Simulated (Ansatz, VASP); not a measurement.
# Ni8Se (Ni(100)-(2x1)-Se, hollow site): VASP beside Ansatz, part 2 of 3

Wanted: the spread between two codes on one cell, functional and k mesh. Of the first pair: The structure shown is the start of the Ansatz relaxation below; VASP solves that cell, so the two are compared at the walk's first step.

VASP 6.6.1 and Ansatz 0.2.0.

So far: The starting structure; Ansatz: relaxation, PBE with D3(BJ).

### 3. VASP: single point, PBE with D3(BJ), start cell, pair 1

Level of this step: PBE with D3(BJ), spin-polarised from a ferromagnetic start; plane waves and PAW (Ni, Se) (VASP).

The same cell, functional, mesh and smearing now go to VASP, with its own data sets.

Lines of VASP's logs that name or quote its potential files are left out, and so is its time.

INCAR

```
SYSTEM = Ni8Se
PREC = Accurate
ENCUT = 520
EDIFF = 1E-06
NELM = 200
ISMEAR = -1
SIGMA = 0.1
LREAL = .FALSE.
ALGO = Normal
GGA = PE
IVDW = 12
NBANDS = 60
ISPIN = 2
MAGMOM = 0.76 0.75 0.68 0.68 0.7 0.56 0.36 0.36 0.02
LASPH = .TRUE.
LMAXMIX = 4
LORBIT = 11
LWAVE = .FALSE.
LCHARG = .FALSE.
ISIF = 2
LDIPOL = .TRUE.
IDIPOL = 3
DIPOL = 0.5 0.5 0.483
LVHAR = .TRUE.
GGA_COMPAT = .FALSE.
NELMDL = -8
KPAR = 2
```

POSCAR

```
Ni8Se
1.0
    4.9780317396      0.0000000000      0.0000000000
    0.0000000000      2.4890158698      0.0000000000
    0.0000000000      0.0000000000     24.0390179078
Ni Se
8 1
Direct
    0.2500000131      0.5000000262      0.3535918161
    0.7500000131      0.5000000262      0.3535918161
    0.0000000000      0.0000000262      0.4268061216
    0.5000000262      0.0000000262      0.4268061216
    0.2500000131      0.5000000262      0.5000204270
    0.7500000131      0.5000000262      0.5000204270
    0.0000000000      0.0000000262      0.5732347325
    0.5000000262      0.0000000262      0.5732347325
    0.2500000131      0.5000000262      0.6464081877
```

KPOINTS

```
Automatic mesh
0
Gamma
6 11 1
0 0 0
```

The projector-augmented-wave data sets are Ni and Se (PBE family, release 64).

Run with:

```sh
> mpirun -np 2 vasp_std
```

Numbers of over 12 decimals in the logs are rounded to 6 here.

The log of the run:

```text
[banner, memory and clock lines left out]
running    2 mpi-ranks, on    1 nodes
 distrk:  each k-point on    1 cores,    2 groups
 distr:  one band on    1 cores,    1 groups

 POSCAR found type information on POSCAR NiSe
 POSCAR found :  2 types and       9 ions
 LDA part: xc-table for (Slater+PW92), standard interpolation
 POSCAR, INCAR and KPOINTS ok, starting setup
 FFT: planning ... GRIDC
 FFT: planning ... GRID_SOFT
 FFT: planning ... GRID
 WAVECAR not read
 entering main loop
       N       E                     dE             d eps       ncg     rms          rms(c)
DAV:   1     0.641613007567E+03    0.64161E+03   -0.36868E+04  5768   0.146E+03
DAV:   2     0.789267979921E+01   -0.63372E+03   -0.60114E+03  5776   0.333E+02
DAV:   3    -0.504133133399E+02   -0.58306E+02   -0.54627E+02  6400   0.134E+02
DAV:   4    -0.526441238971E+02   -0.22308E+01   -0.21963E+01  6504   0.251E+01
DAV:   5    -0.526944113691E+02   -0.50287E-01   -0.50218E-01  6948   0.300E+00
DAV:   6    -0.526964415649E+02   -0.20302E-02   -0.20298E-02  7684   0.524E-01
DAV:   7    -0.526965062420E+02   -0.64677E-04   -0.64676E-04  7688   0.878E-02
DAV:   8    -0.526965088469E+02   -0.26049E-05   -0.26050E-05  6644   0.135E-02    0.264E+01
DAV:   9    -0.535871198438E+02   -0.89061E+00   -0.77597E+01  6492   0.107E+02    0.343E+01
DAV:  10    -0.656904194699E+02   -0.12103E+02   -0.66341E+01  6780   0.152E+02    0.526E+01
DAV:  11    -0.635262146349E+02    0.21642E+01   -0.62264E+01  7292   0.100E+02    0.521E+01
DAV:  12    -0.532071073421E+02    0.10319E+02   -0.50284E+01  7512   0.667E+01    0.382E+01
DAV:  13    -0.466830869124E+02    0.65240E+01   -0.25628E+01  7088   0.519E+01    0.217E+01
DAV:  14    -0.492300490127E+02   -0.25470E+01   -0.53190E+01  6536   0.707E+01    0.276E+01
[...]
DAV:  49    -0.453486684933E+02   -0.10474E-03   -0.91567E-07  4376   0.552E-03    0.376E-03
DAV:  50    -0.453487702692E+02   -0.10178E-03   -0.93354E-07  4360   0.415E-03    0.455E-03
DAV:  51    -0.453488167341E+02   -0.46465E-04   -0.44255E-07  4204   0.560E-03    0.335E-03
DAV:  52    -0.453488344693E+02   -0.17735E-04   -0.20514E-07  4120   0.354E-03    0.170E-03
DAV:  53    -0.453488446709E+02   -0.10202E-04   -0.98116E-08  4088   0.163E-03    0.997E-04
DAV:  54    -0.453488495027E+02   -0.48318E-05   -0.35777E-08  3928   0.129E-03    0.726E-04
DAV:  55    -0.453488516914E+02   -0.21886E-05   -0.21974E-08  3904   0.952E-04    0.352E-04
DAV:  56    -0.453488525407E+02   -0.84936E-06   -0.12895E-08  3912   0.491E-04
   1 F= -.48452251E+02 E0= -.48217073E+02  d E =-.470355E+00  mag=     4.7776
```

OUTCAR, selected parts (step 3):

```text
ion  position               nearest neighbor table
   1  0.250  0.500  0.354-   2 2.49   2 2.49   4 2.49   3 2.49   4 2.49   3 2.49
   2  0.750  0.500  0.354-   3 2.49   4 2.49   3 2.49   4 2.49   1 2.49   1 2.49
   3  0.000  0.000  0.427-   4 2.49   6 2.49   6 2.49   2 2.49   2 2.49   5 2.49   5 2.49   1 2.49
                             1 2.49   4 2.49
   4  0.500  0.000  0.427-   3 2.49   6 2.49   6 2.49   2 2.49   2 2.49   5 2.49   5 2.49   1 2.49
                             1 2.49   3 2.49
   5  0.250  0.500  0.500-   6 2.49   6 2.49   3 2.49   3 2.49   4 2.49   4 2.49   8 2.49   7 2.49
                             8 2.49   7 2.49
   6  0.750  0.500  0.500-   3 2.49   4 2.49   3 2.49   4 2.49   7 2.49   8 2.49   7 2.49   8 2.49
                             5 2.49   5 2.49
   7  0.000  0.000  0.573-   9 2.49   9 2.49   8 2.49   6 2.49   6 2.49   5 2.49   5 2.49   8 2.49

  LATTYP: Found a simple orthorhombic cell.
 ALAT       =     2.4890158698
 B/A-ratio  =     2.0000000000
 C/A-ratio  =     9.6580412361

 Subroutine GETGRP returns: Found  4 space group operations
 (whereof  2 operations were pure point group operations)

The static configuration has the point symmetry C_1h.
 The point group associated with its full space group is C_2v.

 Found     24 irreducible k-points:

   k-points           NKPTS =     24   k-points in BZ     NKDIM =     24   number of bands    NBANDS=     60

   dimension x,y,z NGX =    40 NGY =   20 NGZ =  180
   dimension x,y,z NGXF=    80 NGYF=   40 NGZF=  360

   ENCUT  =  520.0 eV  38.22 Ry    6.18 a.u.   9.26  4.63 44.70*2*pi/ulx,y,z

   NELECT =      86.0000    total number of electrons

 k-points in reciprocal lattice and weights: Automatic mesh
   0.00000000  0.00000000  0.00000000       0.015
   0.16666667  0.00000000  0.00000000       0.030
   0.33333333  0.00000000  0.00000000       0.030
   0.50000000  0.00000000  0.00000000       0.015
   0.00000000  0.09090909  0.00000000       0.030
   0.16666667  0.09090909  0.00000000       0.061
   0.33333333  0.09090909  0.00000000       0.061
   0.50000000  0.09090909  0.00000000       0.030
   0.00000000  0.18181818  0.00000000       0.030
[...]
0.33333333  0.45454545  0.00000000       0.061
   0.50000000  0.45454545  0.00000000       0.030

 dipolmoment           0.000000      0.000000     -0.037953 electrons x Angstroem

 average (electrostatic) potential at core
       1 -90.8385       2 -90.8318       3 -91.1645       4 -91.1645       5 -91.1538
       6 -91.1471       7 -91.0026       8 -91.0026       9 -59.1817

 E-fermi :   0.2117

 spin component 1
 k-point     1 :       0.0000    0.0000    0.0000
  band No.  band energies     occupation
    ...
     42      -0.4067      0.99794
     43      -0.3942      0.99767
     44      -0.3477      0.99629
     45      -0.3157      0.99490
     46      -0.2832      0.99295
     47       0.4616      0.07587
     48       0.8397      0.00187
     49       1.0688      0.00019
     50       1.2468      0.00003
     51       1.6163      0.00000
    ...

 k-point     2 :       0.1667    0.0000    0.0000
  band No.  band energies     occupation
    ...
     44      -0.3757      0.99719
     45      -0.3639      0.99685
     46      -0.2795      0.99269
     47       0.0341      0.85515
     48       0.0986      0.75599
     49       1.2634      0.00003
     50       1.9643      0.00000
     51       2.6754      0.00000
     52       3.6796      0.00000
     53       4.8699      0.00000
    ...

 k-point     3 :       0.3333    0.0000    0.0000
  band No.  band energies     occupation
    ...
     43      -0.4429      0.99857
     44      -0.4351      0.99845
     45      -0.4091      0.99799
     46      -0.3691      0.99700
     47      -0.2820      0.99287
     48       0.3578      0.18828
     49       1.3941      0.00001
     50       2.5517      0.00000
     51       3.8214      0.00000
     52       4.2638      0.00000
    ...

 k-point     4 :       0.5000    0.0000    0.0000
  band No.  band energies     occupation
    ...
     43      -0.4750      0.99896
     44      -0.4032      0.99787
     45      -0.3730      0.99712
     46      -0.3410      0.99604
     47      -0.3257      0.99539
     48       0.5845      0.02347
     49       1.2441      0.00003
     50       3.0672      0.00000
     51       3.6759      0.00000
     52       4.8038      0.00000
    ...

 k-point     5 :       0.0000    0.0909    0.0000
  band No.  band energies     occupation
    ...
     42      -0.4688      0.99889
     43      -0.3681      0.99697
     44      -0.2936      0.99365
     45      -0.2057      0.98483
     46      -0.1253      0.96675
     47       0.9192      0.00085
     48       1.2353      0.00004
     49       1.2877      0.00002
     50       1.4586      0.00000
     51       2.0896      0.00000
    ...

 k-point     6 :       0.1667    0.0909    0.0000
  band No.  band energies     occupation
    ...
     43      -0.3939      0.99766
     44      -0.3633      0.99683
     45      -0.2891      0.99336
     46      -0.0507      0.93237
     47       0.1881      0.55864
     48       0.4979      0.05402
     49       1.6324      0.00000
     50       2.3463      0.00000
     51       2.9221      0.00000
     52       3.8811      0.00000
    ...

 Edisp (eV)   -3.10340

  Total      -5.40751    -0.61041    -4.00421     0.00000     0.00000     0.00000
  in kB     -29.08748    -3.28347   -21.53897     0.00000     0.00000     0.00000
  external pressure =      -17.97 kB  Pullay stress =        0.00 kB

  energy-cutoff  :      520.00
  volume of cell :      297.85
      direct lattice vectors                 reciprocal lattice vectors
     4.978031740  0.000000000  0.000000000     0.200882608  0.000000000  0.000000000
     0.000000000  2.489015870  0.000000000     0.000000000  0.401765217  0.000000000
     0.000000000  0.000000000 24.039017908     0.000000000  0.000000000  0.041599037

 POSITION                                       TOTAL-FORCE (eV/Angst)
 -----------------------------------------------------------------------------------
      1.24451      1.24451      8.50000         0.000000      0.000000      0.389764
      3.73352      1.24451      8.50000         0.000000      0.000000      0.411941
      0.00000      0.00000     10.26000         0.023913      0.000000     -0.233987
      2.48902      0.00000     10.26000        -0.023913      0.000000     -0.233987
      1.24451      1.24451     12.02000         0.000000      0.000000     -0.183092
      3.73352      1.24451     12.02000         0.000000      0.000000      0.252133
      0.00000      0.00000     13.78000        -0.224880      0.000000      0.161090
      2.48902      0.00000     13.78000         0.224880      0.000000      0.161090
      1.24451      1.24451     15.53902         0.000000      0.000000     -0.724952
 -----------------------------------------------------------------------------------
    total drift:                               -0.000000     -0.000016      0.001506

  FREE ENERGIE OF THE ION-ELECTRON SYSTEM (eV)
  ---------------------------------------------------
  free  energy   TOTEN  =       -48.4522508655 eV

  energy  without entropy=      -47.9818959274  energy(sigma->0) =      -48.21707340

 vacuum level on the upper side and lower side of the slab         4.537         5.092

 total charge
# of ion       s       p       d       tot
------------------------------------------
    1        0.470   0.335   8.316   9.121
    2        0.469   0.335   8.317   9.121
    3        0.493   0.493   8.312   9.297
    4        0.493   0.493   8.312   9.297
    5        0.494   0.492   8.315   9.301
    6        0.496   0.500   8.310   9.307
    7        0.456   0.449   8.374   9.279
    8        0.456   0.449   8.374   9.279
    9        1.497   2.223   0.095   3.815
--------------------------------------------------
tot          5.323   5.771  66.723  77.817

 magnetization (x)
# of ion       s       p       d       tot
------------------------------------------
    1       -0.002  -0.018   0.749   0.729
    2       -0.003  -0.017   0.742   0.723
    3       -0.007  -0.024   0.670   0.640
    4       -0.007  -0.024   0.670   0.640
    5       -0.006  -0.022   0.699   0.671
    6       -0.005  -0.020   0.583   0.559
    7       -0.006  -0.012   0.450   0.433
    8       -0.006  -0.012   0.450   0.433
    9        0.003   0.035  -0.001   0.037
--------------------------------------------------
tot         -0.038  -0.112   5.013   4.863

[... 6 further parts left out ...]
```

### 4. Comparison

Known differences besides the potentials themselves: VASP starts from the moments at which Ansatz ended; the data sets hold 160 valence electrons in Ansatz (on its default PAW (the set named soft_2) files) and 86 in VASP; the cutoff is 420 eV in Ansatz and 520 eV in VASP. Total energies have different zeros and are not compared.

Forces (eV/Å; atoms numbered as in POSCAR):

```
atom         Ansatz x, y, z           VASP x, y, z
 Ni1    0.000, 0.000, 0.397    0.000, 0.000, 0.390
 Ni2    0.000, 0.000, 0.419    0.000, 0.000, 0.412
 Ni3   0.024, 0.000, -0.241   0.024, 0.000, -0.234
 Ni4  -0.024, 0.000, -0.241  -0.024, 0.000, -0.234
 Ni5   0.000, 0.000, -0.182   0.000, 0.000, -0.183
 Ni6    0.000, 0.000, 0.257    0.000, 0.000, 0.252
 Ni7   -0.211, 0.000, 0.172   -0.225, 0.000, 0.161
 Ni8    0.211, 0.000, 0.172    0.225, 0.000, 0.161
 Se9   0.000, 0.000, -0.752   0.000, 0.000, -0.725
```

The forces differ by 7.6 meV/Å r.m.s., which is 3.6 % of the r.m.s. force of 0.212 eV/Å (both taken over all components). Moments aren't recorded for both runs of this pair, so they may hold unlike magnetic states. With vacuum in the cell, a pressure given here is an average over mostly empty space and none of the material.

### 5. Ansatz: relaxation, PBE with D3(BJ)

This run makes the geometry at which the two programs are then compared.

The structure compared here is the end of the Ansatz relaxation.

input.yaml

```yaml
crystal:
  lattice:
    - [4.9780317396, 0.0, 0.0]
    - [0.0, 2.4890158698, 0.0]
    - [0.0, 0.0, 24.0390179078]
  atoms:
    - { symbol: Ni, position: [0.25, 0.5, 0.3535918161], spin: 0.7 }
    - { symbol: Ni, position: [0.75, 0.5, 0.3535918161], spin: 0.7 }
    - { symbol: Ni, position: [0.0, 0.0, 0.4268061216], spin: 0.7 }
    - { symbol: Ni, position: [0.5, 0.0, 0.4268061216], spin: 0.7 }
    - { symbol: Ni, position: [0.25, 0.5, 0.500020427], spin: 0.7 }
    - { symbol: Ni, position: [0.75, 0.5, 0.500020427], spin: 0.7 }
    - { symbol: Ni, position: [0.0, 0.0, 0.5732347325], spin: 0.7 }
    - { symbol: Ni, position: [0.5, 0.0, 0.5732347325], spin: 0.7 }
    - { symbol: Se, position: [0.25, 0.5, 0.6464081839] }
magnetization:
  spin_polarized: true
kpoints:
  mp_grid: { grid: [6, 11, 1] }
hamiltonian:
  xc: pbe
  dispersion: d3bj
scf:
  occupations: { method: fermi_dirac, width: 0.1 }
  convergence: { dr2_threshold: 1.0e-08 }
efield:
  axis: 3
  dipole_correction: true
  ramp_position: 0.97
  ramp_width: 0.06
relax:
  f_tol: 0.015
  max_steps: 90
  constraints: [{ sites: [0, 1, 2, 3] }]
output:
  write_potential: true
  write_density: true
  volumetric_format: npy
```

Run with:

```sh
> ansatz run input.yaml --threads 4 --pin off --max-ram 6144MiB --backend cpu --events-out ev --progress --plain --runs-dir out
```

The log of the run:

```text
[...]
Crystal: 9 atoms, lattice volume = 297.853 Å³
Basis set: ecut = 420 eV, 5829 PW (Γ), exchange–correlation on 72×36×324 points (8 copies of the dense FFT grid, shifted against one another)
Bands: 100, of which v1, the nominal top of the filled ones, is band 80 counted from 1 (79 counted from 0)
[...]
- { symbol: Ni, position: [0.0, 0.0, 0.426806] }
    - { symbol: Ni, position: [0.500000, 0.0, 0.426806] }
    - { symbol: Ni, position: [0.250000, 0.500000, 0.498082] }
    - { symbol: Ni, position: [0.75, 0.500000, 0.499321] }
    - { symbol: Ni, position: [-0.00675887, 0.0, 0.571357] }
    - { symbol: Ni, position: [0.506759, 0.0, 0.571357] }
    - { symbol: Se, position: [0.250000, 0.500000, 0.637997] }
[key lines of the parts left out:]
SCF converged after 12 iterations
Magnetization: 4.6155 μB (82.3077 up, 77.6923 down)
Free energy (F): -52188.060404 eV
Fermi energy:    3.203046 eV
Dipole field:    D = 0.026529 V/Å  (p = 0.043667 e·Å, saw-weighted, corrected)
Work function:   Φ+ = 4.2595 eV   Φ− = 4.8973 eV
```

(Part 2 of 3 ends here.)

[Lines on the potential files, build, host, timing and source positions are cut from VASP's logs without a mark.]

[Logs are printed without paths, hosts, clocks, repeated set-up lines and the standing remarks that a program may print on its own settings, such as how far it seeks lower states.]

[Hosts, paths, dates, database ids (printed as entryN), source tags and the programs' standing remarks are cut or masked in the printed files.]
